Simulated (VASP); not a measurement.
Set up this calculation in VASP 6.6.1, as the native input.

```
Task                   : band structure
Functional             : LMBJ
Potentials or basis    : VASP PAW PBE potentials, release 64 (In_d, As)
Cutoff                 : 520 eV
k mesh                 : 8 × 8 × 8
Occupations            : fermi-dirac, width 0.02 eV
Spin                   : non-collinear spin, zero start, spin-orbit coupling
Starting moments       : [[0.0, 0.0, 0.0], [0.0, 0.0, 0.0]] μB
Further INCAR settings : ALGO = Normal; EDIFF = 1e-06; NBANDS = 30
```

InAs:

```xyz
2
Lattice="0.0000 3.0290 3.0290 3.0290 0.0000 3.0290 3.0290 3.0290 0.0000" Properties=species:S:1:pos:R:3 pbc="T T T"
In    0.0000    0.0000    0.0000
As    1.5145    1.5145    1.5145
```

One way to write it, as run:

POSCAR

```
InAs
1.0
    0.0000000000      3.0290000000      3.0290000000
    3.0290000000      0.0000000000      3.0290000000
    3.0290000000      3.0290000000      0.0000000000
In As
1 1
Direct
    0.0000000000      0.0000000000      0.0000000000
    0.2500000000      0.2500000000      0.2500000000
```

INCAR.step1

```
  PREC = Accurate
  ENCUT = 520
  EDIFF = 1E-5
  ISMEAR = -1
  SIGMA = 0.02
  LREAL = False
  LASPH = True
  NELM = 60
  ALGO = Normal
  ISIF = 2
  LWAVE = True
  LCHARG = False
  MAGMOM = 0 0 0 0 0 0
  LORBIT = 11
  LSORBIT = True
  GGA_COMPAT = False
  NBANDS = 30
  GGA = PE
```

INCAR.step2

```
  PREC = Accurate
  ENCUT = 520
  EDIFF = 1E-6
  ISMEAR = -1
  SIGMA = 0.02
  LREAL = False
  LASPH = True
  NELM = 60
  ALGO = Normal
  ISIF = 2
  LWAVE = False
  LCHARG = False
  MAGMOM = 0 0 0 0 0 0
  LORBIT = 11
  LSORBIT = True
  GGA_COMPAT = False
  METAGGA = LMBJ
  NBANDS = 30
  ISTART = 1
```

KPOINTS

```
Automatic mesh
0
Gamma
  8 8 8
```

KPOINTS_OPT

```
path GXWKGLUWLK,UX
15
line-mode
reciprocal
 0.0000000000  0.0000000000  0.0000000000  G
 0.5000000000  0.0000000000  0.5000000000  X

 0.5000000000  0.0000000000  0.5000000000  X
 0.5000000000  0.2500000000  0.7500000000  W

 0.5000000000  0.2500000000  0.7500000000  W
 0.3750000000  0.3750000000  0.7500000000  K

 0.3750000000  0.3750000000  0.7500000000  K
 0.0000000000  0.0000000000  0.0000000000  G

 0.0000000000  0.0000000000  0.0000000000  G
 0.5000000000  0.5000000000  0.5000000000  L

 0.5000000000  0.5000000000  0.5000000000  L
 0.6250000000  0.2500000000  0.6250000000  U

 0.6250000000  0.2500000000  0.6250000000  U
 0.5000000000  0.2500000000  0.7500000000  W

 0.5000000000  0.2500000000  0.7500000000  W
 0.5000000000  0.5000000000  0.5000000000  L

 0.5000000000  0.5000000000  0.5000000000  L
 0.3750000000  0.3750000000  0.7500000000  K

 0.6250000000  0.2500000000  0.6250000000  U
 0.5000000000  0.0000000000  0.5000000000  X
```

Potentials or basis: VASP PAW PBE potentials, release 64 (In_d, As).

Launch:

```sh
$ cat potpaw_PBE.64/In_d/POTCAR potpaw_PBE.64/As/POTCAR > POTCAR
$ cp INCAR.step1 INCAR
$ mpirun -np 1 vasp_ncl > vasp.out
$ cp INCAR.step2 INCAR
$ mpirun -np 1 vasp_ncl > vasp.out
```

Results of the run:

| Property | Result |
| --- | --- |
| Net moment | 0.00 μB per cell |
| Valence electrons inside the program's atomic spheres | In 11.43; As 2.92 |

It took 6 min on 1 thread of Intel(R) Xeon(R) 6975P-C (Granite Rapids) (shared host), peak memory 0.46 GiB.
